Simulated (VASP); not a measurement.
Level of theory: PBE GGA + U (Dudarev), VASP's PBE PAW potentials (set 64) (plane waves; VASP 6.6.1).

VASP input:

**KPOINTS**
```
Automatic mesh
0
Gamma
11 12 12
0 0 0
```

POSCAR:
```
CoAl
1
    2.9372940000     0.0000000000     0.0000000000
    0.0000000000     2.7937010000     0.0000000000
    0.0000000000     0.0000000000     2.8296490000
Al Co
1 1
Direct
  0.5000000000   0.5000000000   0.5000000000
  0.0326610000   0.0000000000   0.0000000000
```

**INCAR**
```
! general
SYSTEM    = CoAl
PREC      = Accurate
ENCUT     = 400
LREAL     = .FALSE.
LASPH     = .TRUE.

! electronic loop
EDIFF     = 1E-6
NELM      = 100
ALGO      = Normal
LMAXMIX   = 4

! smearing
ISMEAR    = 1
SIGMA     = 0.1

! functional
GGA       = PE

! DFT+U
LDAU      = .TRUE.
LDAUTYPE  = 2
LDAUL     = -1 2
LDAUU     = 0 5.0
LDAUJ     = 0 0
LDAUPRINT = 1

! ions
ISIF      = 2

! output
LWAVE     = .FALSE.
LCHARG    = .FALSE.
LORBIT    = 10
```

POTCAR, in this order: Al Co (PBE.64 set). Program: vasp_std.

Task: What does the run give for the energy per atom (σ→0), pressure, largest force, band gap (on the k-mesh)?

Result: 
```
Item                                                        Result
------------------------  ----------------------------------------
energy per atom (σ→0)                           -370.5 kJ/mol-atom
band gap (on the k-mesh)  none (metal, semimetal or under 0.01 eV)
pressure                                                 -6.81 GPa
largest force                                           0.599 eV/Å
```

OSZICAR:
```
...
DAV:  10    -0.767964998369E+01   -0.60840E-02   -0.12101E-02  7982   0.130E+00    0.180E-01
DAV:  11    -0.768071886491E+01   -0.10689E-02   -0.44784E-03  6874   0.118E+00    0.477E-02
DAV:  12    -0.768088859688E+01   -0.16973E-03   -0.53535E-04  8088   0.234E-01    0.355E-02
DAV:  13    -0.768090767351E+01   -0.19077E-04   -0.13240E-04  6712   0.202E-01    0.116E-02
DAV:  14    -0.768092058946E+01   -0.12916E-04   -0.48655E-05  7348   0.750E-02    0.826E-03
DAV:  15    -0.768092380936E+01   -0.32199E-05   -0.19689E-05  6340   0.506E-02    0.339E-03
DAV:  16    -0.768092410194E+01   -0.29258E-06   -0.45326E-06  3866   0.239E-02
   1 F= -.76809241E+01 E0= -.76808316E+01  d E =-.277522E-03
```

The compound is CoAl in the CsCl type structure. The cell was not relaxed at this level, atoms are displaced from their ideal sites. The run is one of a series of settings (LDAU = .TRUE., LDAUJ = 0 0, LDAUL = -1 2, LDAUTYPE = 2, LDAUU = 0 5.0 against the base run), some of them coarse on purpose. The run is not spin-polarised, so no magnetic state was tried.
